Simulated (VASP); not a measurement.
# Pt: cell size and functional

Which functional gives which lattice for Pt? The starting structure is a measured crystal structure from the Crystallography Open Database. The first relaxation on each setting starts from this cell expanded by 3 % in volume.

Method: Kohn-Sham DFT with plane waves and PAW; PBEsol, LDA, PBE, PBEsol + D3(BJ), r2SCAN and r2SCAN + rVV10, in VASP 6.6.1.

## Step 1: Starting point

It takes space group Fm-3m (No. 225, cubic). The conventional cell has a = 3.922 Å, b = 3.922 Å, c = 3.922 Å, α = 90.00°, β = 90.00°, γ = 90.00°. Nearest to Pt lie 12 Pt at 2.77 Å.

As a file:

```
Pt
1.0
     0.00000    1.96090    1.96090
     1.96090    0.00000    1.96090
     1.96090    1.96090    0.00000
Pt
1
Cartesian
  0.0000 0.0000 0.0000
```

## Step 2: Relaxation with PBEsol

PBEsol restores the gradient expansion of exchange and is tuned for the cells of solids. This run starts from the cell of an earlier relaxation, which isn't shown; the restart sets up the plane waves anew.

INCAR

```
SYSTEM = Pt
PREC = Accurate
ENCUT = 450
EDIFF = 1E-06
NELM = 100
ISMEAR = 1
SIGMA = 0.15
LREAL = .FALSE.
ALGO = Normal
GGA = PS
NBANDS = 11
LASPH = .TRUE.
LORBIT = 11
LWAVE = .FALSE.
LCHARG = .FALSE.
KPAR = 4
IBRION = 2
NSW = 50
ISIF = 3
EDIFFG = -0.006
```

POSCAR

```
Pt
1.0
    0.0000000000      1.9582083467      1.9582083467
    1.9582083467      0.0000000000      1.9582083467
    1.9582083467      1.9582083467      0.0000000000
Pt
1
Direct
    0.0000000000      0.0000000000      0.0000000000
```

KPOINTS

```
Automatic mesh
0
Gamma
20 20 20
0 0 0
```

PAW data sets: Pt (PBE family, release 64).

Launch:

```sh
mpirun -np 4 vasp_std
```

The program printed:

```text
[banner, memory and clock lines left out]
running    4 mpi-ranks, on    1 nodes
 distrk:  each k-point on    1 cores,    4 groups
 distr:  one band on    1 cores,    1 groups

 POSCAR found type information on POSCAR Pt
 POSCAR found :  1 types and       1 ions
|                                                                             |
|               ----> ADVICE to this user running VASP <----                  |
|                                                                             |
|     You enforced a specific xc type in the INCAR file but a different       |
|     [... a line on the potential file left out ...]
|     I HOPE YOU KNOW WHAT YOU ARE DOING!                                     |
|                                                                             |

 LDA part: xc-table for (Slater+PW92), standard interpolation
 POSCAR, INCAR and KPOINTS ok, starting setup
 FFT: planning ... GRIDC
 FFT: planning ... GRID_SOFT
 FFT: planning ... GRID
 WAVECAR not read
 entering main loop
       N       E                     dE             d eps       ncg     rms          rms(c)
DAV:   1     0.333222267917E+02    0.33322E+02   -0.49302E+03  5960   0.747E+02
DAV:   2    -0.691063199618E+01   -0.40233E+02   -0.38358E+02  6464   0.163E+02
DAV:   3    -0.741485051092E+01   -0.50422E+00   -0.50076E+00  6570   0.173E+01
DAV:   4    -0.741681062040E+01   -0.19601E-02   -0.19599E-02  6483   0.126E+00
DAV:   5    -0.741682612385E+01   -0.15503E-04   -0.15502E-04  6594   0.104E-01    0.135E+01
DAV:   6    -0.701345555474E+01    0.40337E+00   -0.92749E-01  6064   0.761E+00    0.687E+00
DAV:   7    -0.696893007327E+01    0.44525E-01   -0.15781E-01  6517   0.302E+00    0.259E+00
DAV:   8    -0.696486114511E+01    0.40689E-02   -0.61220E-03  6133   0.713E-01    0.633E-01
DAV:   9    -0.696461567825E+01    0.24547E-03   -0.15948E-04  6301   0.117E-01    0.318E-02
DAV:  10    -0.696462003793E+01   -0.43597E-05   -0.33986E-06  6941   0.128E-02    0.510E-03
DAV:  11    -0.696462023030E+01   -0.19237E-06   -0.49420E-08  3455   0.206E-03
   1 F= -.69646202E+01 E0= -.69646742E+01  d E =-.696462E+01
 curvature:   0.00 expect dE= 0.000E+00 dE for cont linesearch  0.000E+00
 trial: gam= 0.00000 g(F)=  0.704E-63 g(S)=  0.627E-06 ort = 0.000E+00 (trialstep = 0.100E+01)
 search vector abs. value=  0.627E-06
 reached required accuracy - stopping structural energy minimisation
```

The job ended after 11 s (4 MPI ranks of AMD EPYC 7R43, shared host; peak memory 0.46 GiB).

Lines that name or quote the potential files are left out of all logs, and their timing lines are given in words.

OUTCAR, selected parts (step 2):

```text
ion  position               nearest neighbor table
   1  0.000  0.000  0.000-

  LATTYP: Found a face centered cubic cell.
 ALAT       =     3.9164166934

 Subroutine GETGRP returns: Found 48 space group operations
 (whereof 48 operations were pure point group operations)

The static configuration has the point symmetry O_h .

 Found    256 irreducible k-points:

   k-points           NKPTS =    256   k-points in BZ     NKDIM =    256   number of bands    NBANDS=     11

   dimension x,y,z NGX =    20 NGY =   20 NGZ =   20
   dimension x,y,z NGXF=    40 NGYF=   40 NGZF=   40

   ENCUT  =  450.0 eV  33.07 Ry    5.75 a.u.   4.79  4.79  4.79*2*pi/ulx,y,z

   NELECT =      10.0000    total number of electrons

 k-points in reciprocal lattice and weights: Automatic mesh
   0.00000000  0.00000000  0.00000000       0.000
   0.05000000  0.00000000  0.00000000       0.001
   0.10000000  0.00000000  0.00000000       0.001
   0.15000000  0.00000000  0.00000000       0.001
   0.20000000  0.00000000  0.00000000       0.001
   0.25000000  0.00000000  0.00000000       0.001
   0.30000000  0.00000000  0.00000000       0.001
   0.35000000  0.00000000  0.00000000       0.001
   0.40000000  0.00000000  0.00000000       0.001
[...]
-0.30000000  0.50000000  0.20000000       0.002
  -0.25000000  0.50000000  0.25000000       0.001

 average (electrostatic) potential at core
       1 -62.7540

 E-fermi :  11.1829

 k-point     1 :       0.0000    0.0000    0.0000
  band No.  band energies     occupation
    ...
      2       7.3477      2.00000
      3       7.3477      2.00000
      4       7.3477      2.00000
      5       9.5425      2.00000
      6       9.5425      2.00000
      7      25.7890      0.00000
      8      30.7711      0.00000
      9      30.7711      0.00000
     10      30.7711      0.00000
     11      36.0846      0.00000

 k-point     2 :       0.0500    0.0000    0.0000
  band No.  band energies     occupation
    ...
      2       7.3012      2.00000
      3       7.3887      2.00000
      4       7.3887      2.00000
      5       9.5188      2.00000
      6       9.5188      2.00000
      7      25.9490      0.00000
      8      30.2118      0.00000
      9      30.9278      0.00000
     10      30.9278      0.00000
     11      36.7072      0.00000

 k-point     3 :       0.1000    0.0000    0.0000
  band No.  band energies     occupation
    ...
      2       7.1776      2.00000
      3       7.4993      2.00000
      4       7.4993      2.00000
      5       9.4639      2.00000
      6       9.4639      2.00000
      7      26.3944      0.00000
      8      28.9932      0.00000
      9      31.3861      0.00000
     10      31.3861      0.00000
     11      37.6991      0.00000

  Total       -0.0020808     -0.0020808     -0.0020808     -0.0000000      0.0000000      0.0000000
  in kB       -0.2219880     -0.2219880     -0.2219880     -0.0000000      0.0000000      0.0000000
  external PRESSURE =      -0.2219880 kB  Pullay stress =       0.0000000 kB

  energy-cutoff  :      450.00
  volume of cell :       15.02
      direct lattice vectors                 reciprocal lattice vectors
     0.000000000  1.958208347  1.958208347    -0.255335445  0.255335445  0.255335445
     1.958208347  0.000000000  1.958208347     0.255335445 -0.255335445  0.255335445
     1.958208347  1.958208347  0.000000000     0.255335445  0.255335445 -0.255335445

 POSITION                                       TOTAL-FORCE (eV/Angst)
 -----------------------------------------------------------------------------------
      0.00000      0.00000      0.00000        -0.000000      0.000000     -0.000000
 -----------------------------------------------------------------------------------
    total drift:                               -0.000000     -0.000000     -0.000000

  FREE ENERGIE OF THE ION-ELECTRON SYSTEM (eV)
  ---------------------------------------------------
  free  energy   TOTEN  =        -6.9646202303 eV

  energy  without entropy=       -6.9647820646  energy(sigma->0) =       -6.96467418

 reached required accuracy - stopping structural energy minimisation

 total charge
# of ion       s       p       d       tot
------------------------------------------
    1        0.635   0.620   8.039   9.294

[... 3 further parts left out ...]
```

CONTCAR:

```
Pt
   1.00000000000000
     0.0000000000000000    1.9582083467000000    1.9582083467000000
     1.9582083467000000    0.0000000000000000    1.9582083467000000
     1.9582083467000000    1.9582083467000000    0.0000000000000000
  Pt
     1
Direct
     0.0000000000000000    0.0000000000000000    0.0000000000000000
```

The PAW data sets were made with PBE, which is usual practice but a small mismatch for other functionals. The run keeps the 48 symmetry operations of its start, so it cannot find a distortion of lower symmetry.

With PBEsol the relaxed cell holds 15.018 Å³ an atom, -0.41 % against the measured cell, with a = 3.916 Å.

## Step 3: Relaxation with LDA

LDA, the lowest rung, knows the local density alone. This run starts from the cell of an earlier relaxation, which isn't shown; the restart sets up the plane waves anew.

Edit INCAR of step 2 so:

```diff
@@ -9,3 +9,3 @@
 ALGO = Normal
-GGA = PS
+GGA = CA
 NBANDS = 11
```

POSCAR

```
Pt
1.0
    0.0000000000      1.9484758762      1.9484758762
    1.9484758762      0.0000000000      1.9484758762
    1.9484758762      1.9484758762      0.0000000000
Pt
1
Direct
    0.0000000000      0.0000000000      0.0000000000
```

KPOINTS is that of step 2.

Potentials, in the order of the species: Pt (LDA family, release 64).

Launch:

```sh
mpirun -np 4 vasp_std
```

The program printed:

```text
[banner, memory and clock lines left out]
running    4 mpi-ranks, on    1 nodes
[...]
LDA part: xc-table for (Slater(with rela. corr.)+CA(PZ))
 , standard interpolation
 POSCAR, INCAR and KPOINTS ok, starting setup
[...]
entering main loop
       N       E                     dE             d eps       ncg     rms          rms(c)
DAV:   1     0.335062094528E+02    0.33506E+02   -0.49124E+03  5843   0.745E+02
DAV:   2    -0.742144034473E+01   -0.40928E+02   -0.39251E+02  6479   0.165E+02
DAV:   3    -0.793872313222E+01   -0.51728E+00   -0.51387E+00  6596   0.176E+01
DAV:   4    -0.794066435627E+01   -0.19412E-02   -0.19411E-02  6502   0.128E+00
[...]
DAV:   9    -0.750660202698E+01    0.16263E-03   -0.10802E-04  6337   0.994E-02    0.132E-02
DAV:  10    -0.750660567227E+01   -0.36453E-05   -0.23027E-06  6695   0.102E-02    0.209E-03
DAV:  11    -0.750660572768E+01   -0.55409E-07   -0.42915E-08  3452   0.192E-03
   1 F= -.75066057E+01 E0= -.75066682E+01  d E =-.750661E+01
[...]
reached required accuracy - stopping structural energy minimisation
```

Run time: 9 s. Hardware: 4 MPI ranks; peak memory 0.44 GiB.

Parts of OUTCAR (step 3):

```text
  Total        0.0036720      0.0036720      0.0036720      0.0000000      0.0000000     -0.0000000
  in kB        0.3976507      0.3976507      0.3976507      0.0000000      0.0000000     -0.0000000
  external PRESSURE =       0.3976507 kB  Pullay stress =       0.0000000 kB

 POSITION                                       TOTAL-FORCE (eV/Angst)
 -----------------------------------------------------------------------------------
      0.00000      0.00000      0.00000         0.000000     -0.000000     -0.000000
 -----------------------------------------------------------------------------------
    total drift:                               -0.000000     -0.000000     -0.000000

  FREE ENERGIE OF THE ION-ELECTRON SYSTEM (eV)
  ---------------------------------------------------
  free  energy   TOTEN  =        -7.5066057277 eV

  energy  without entropy=       -7.5067930249  energy(sigma->0) =       -7.50666816

[... 2 parts as in an earlier step ...]

[... 2 further parts left out ...]
[key lines of the parts left out:]
E-fermi :  11.5227
```

With LDA the relaxed cell holds 14.795 Å³ an atom, -1.89 % against the measured cell, with a = 3.897 Å. That is -1.48 % from PBEsol.

## Step 4: Relaxation with PBE

PBE, the usual starting point, adds the gradient of the density.

Edit INCAR of step 3 so:

```diff
@@ -9,3 +9,3 @@
 ALGO = Normal
-GGA = CA
+GGA = PE
 NBANDS = 11
```

POSCAR

```
Pt
1.0
    0.0000000000      1.9803161142      1.9803161142
    1.9803161142      0.0000000000      1.9803161142
    1.9803161142      1.9803161142      0.0000000000
Pt
1
Direct
    0.0000000000      0.0000000000      0.0000000000
```

KPOINTS is that of step 3.

PAW data sets: Pt (PBE family, release 64).

Launch:

```sh
mpirun -np 4 vasp_std
```

The program printed:

```text
[banner, memory and clock lines left out]
running    4 mpi-ranks, on    1 nodes
[...]
LDA part: xc-table for (Slater+PW92), standard interpolation
 POSCAR, INCAR and KPOINTS ok, starting setup
[...]
entering main loop
       N       E                     dE             d eps       ncg     rms          rms(c)
DAV:   1     0.350385545356E+02    0.35039E+02   -0.48410E+03  5824   0.739E+02
DAV:   2    -0.594284837472E+01   -0.40981E+02   -0.39436E+02  6470   0.163E+02
DAV:   3    -0.647529585679E+01   -0.53245E+00   -0.52764E+00  6571   0.176E+01
DAV:   4    -0.647751784592E+01   -0.22220E-02   -0.22218E-02  6479   0.135E+00
[...]
DAV:   9    -0.609871395250E+01    0.16790E-03   -0.11389E-04  6298   0.933E-02    0.509E-02
DAV:  10    -0.609871689395E+01   -0.29414E-05   -0.38692E-06  6938   0.154E-02    0.541E-03
DAV:  11    -0.609871685807E+01    0.35884E-07   -0.38174E-08  3416   0.178E-03
   1 F= -.60987169E+01 E0= -.60987132E+01  d E =-.609872E+01
[...]
DAV:   5    -0.609685021695E+01   -0.38329E-05   -0.35280E-06  7254   0.138E-02    0.491E-03
DAV:   6    -0.609685071357E+01   -0.49662E-06   -0.46605E-07  4970   0.430E-03
   2 F= -.60968507E+01 E0= -.60968091E+01  d E =0.186614E-02
 trial-energy change:    0.001866  1 .order    0.001802   -0.002481    0.006085
 step:   0.2806(harm=  0.2896)  dis= 0.00000  next Energy=    -6.099064 (dE=-0.347E-03)
[...]
N       E                     dE             d eps       ncg     rms          rms(c)
DAV:   1    -0.611546377163E+01   -0.18614E-01   -0.33429E-01  5851   0.534E+00    0.848E-01
DAV:   2    -0.609978987499E+01    0.15674E-01   -0.43393E-02  5809   0.156E+00    0.312E-01
DAV:   3    -0.609898479137E+01    0.80508E-03   -0.39367E-03  6456   0.442E-01    0.181E-01
DAV:   4    -0.609905876406E+01   -0.73973E-04   -0.17866E-04  6235   0.889E-02    0.163E-02
DAV:   5    -0.609905698737E+01    0.17767E-05   -0.28864E-06  6354   0.152E-02    0.287E-03
DAV:   6    -0.609905799367E+01   -0.10063E-05   -0.21971E-07  3916   0.314E-03    0.505E-04
DAV:   7    -0.609905797135E+01    0.22320E-07   -0.12628E-08  2984   0.850E-04
   3 F= -.60990580E+01 E0= -.60990436E+01  d E =-.341113E-03
[...]
reached required accuracy - stopping structural energy minimisation
```

Wall time 22 s (4 MPI ranks); peak memory 0.51 GiB; 74 s of CPU time.

Parts of OUTCAR (step 4):

```text
  Total        0.0008590      0.0008590      0.0008590     -0.0000000     -0.0000000      0.0000000
  in kB        0.0881394      0.0881394      0.0881394     -0.0000000     -0.0000000      0.0000000
  external PRESSURE =       0.0881394 kB  Pullay stress =       0.0000000 kB

 POSITION                                       TOTAL-FORCE (eV/Angst)
 -----------------------------------------------------------------------------------
      0.00000      0.00000     -0.00000        -0.000000      0.000000     -0.000000
 -----------------------------------------------------------------------------------
    total drift:                               -0.000000     -0.000000     -0.000000

  FREE ENERGIE OF THE ION-ELECTRON SYSTEM (eV)
  ---------------------------------------------------
  free  energy   TOTEN  =        -6.0990579714 eV

  energy  without entropy=       -6.0990149849  energy(sigma->0) =       -6.09904364

[... 2 parts as in an earlier step ...]

[... 2 further parts left out ...]
[key lines of the parts left out:]
E-fermi :  10.6084
```

With PBE the relaxed cell holds 15.615 Å³ an atom, +3.55 % against the measured cell, with a = 3.968 Å. That is +3.98 % from PBEsol.

## Step 5: Relaxation with PBEsol + D3(BJ)

D3 with Becke-Johnson damping keeps a finite attraction at short range. This run starts from the cell of an earlier relaxation, which isn't shown; the restart sets up the plane waves anew.

Edit INCAR of step 4 so:

```diff
@@ -9,3 +9,4 @@
 ALGO = Normal
-GGA = PE
+GGA = PS
+IVDW = 12
 NBANDS = 11
```

POSCAR

```
Pt
1.0
    0.0000000000      1.9401552445      1.9401552445
    1.9401552445      0.0000000000      1.9401552445
    1.9401552445      1.9401552445      0.0000000000
Pt
1
Direct
    0.0000000000      0.0000000000      0.0000000000
```

KPOINTS is that of step 4.

Launch:

```sh
mpirun -np 4 vasp_std
```

The program printed:

```text
[banner, memory and clock lines left out]
running    4 mpi-ranks, on    1 nodes
[...]
[... a notice as in an earlier step ...]

 LDA part: xc-table for (Slater+PW92), standard interpolation
 POSCAR, INCAR and KPOINTS ok, starting setup
[...]
entering main loop
       N       E                     dE             d eps       ncg     rms          rms(c)
DAV:   1     0.334774053515E+02    0.33477E+02   -0.49005E+03  5904   0.746E+02
DAV:   2    -0.691565327590E+01   -0.40393E+02   -0.38723E+02  6496   0.165E+02
DAV:   3    -0.739762727614E+01   -0.48197E+00   -0.47851E+00  6516   0.171E+01
DAV:   4    -0.739947623265E+01   -0.18490E-02   -0.18488E-02  6521   0.125E+00
[...]
DAV:   9    -0.695384286295E+01    0.23585E-03   -0.15452E-04  6340   0.117E-01    0.285E-02
DAV:  10    -0.695384757801E+01   -0.47151E-05   -0.33797E-06  7022   0.127E-02    0.405E-03
DAV:  11    -0.695384775475E+01   -0.17674E-06   -0.49111E-08  3482   0.206E-03
   1 F= -.77273177E+01 E0= -.77274225E+01  d E =-.772732E+01
[...]
reached required accuracy - stopping structural energy minimisation
```

The job ended after 9.2 s (4 MPI ranks; peak memory 0.49 GiB; 26 s of CPU time).

Parts of OUTCAR (step 5):

```text
 Edisp (eV)   -0.77347

  Total       0.00594     0.00594     0.00594    -0.00000    -0.00000    -0.00000
  in kB       0.65121     0.65121     0.65121    -0.00000    -0.00000    -0.00000
  external pressure =        0.65 kB  Pullay stress =        0.00 kB

 POSITION                                       TOTAL-FORCE (eV/Angst)
 -----------------------------------------------------------------------------------
      0.00000      0.00000      0.00000        -0.000000      0.000000      0.000000
 -----------------------------------------------------------------------------------
    total drift:                               -0.000000     -0.000000      0.000000

  FREE ENERGIE OF THE ION-ELECTRON SYSTEM (eV)
  ---------------------------------------------------
  free  energy   TOTEN  =        -7.7273177419 eV

  energy  without entropy=       -7.7276319050  energy(sigma->0) =       -7.72742246

[... 2 parts as in an earlier step ...]

[... 2 further parts left out ...]
[key lines of the parts left out:]
E-fermi :  11.7325
```

With PBEsol + D3(BJ) the relaxed cell holds 14.606 Å³ an atom, -3.14 % against the measured cell, with a = 3.880 Å. That is -2.74 % from PBEsol.

[end of part 1 of 2]

[Lines on the potential files, build, host, timing and source positions are cut from VASP's logs without a mark.]

[Logs are printed without paths, hosts, clocks, repeated set-up lines and the standing remarks that a program may print on its own settings, such as how far it seeks lower states.]

[Hosts, paths, dates, database ids (printed as entryN), source tags and the programs' standing remarks are cut or masked in the printed files.]
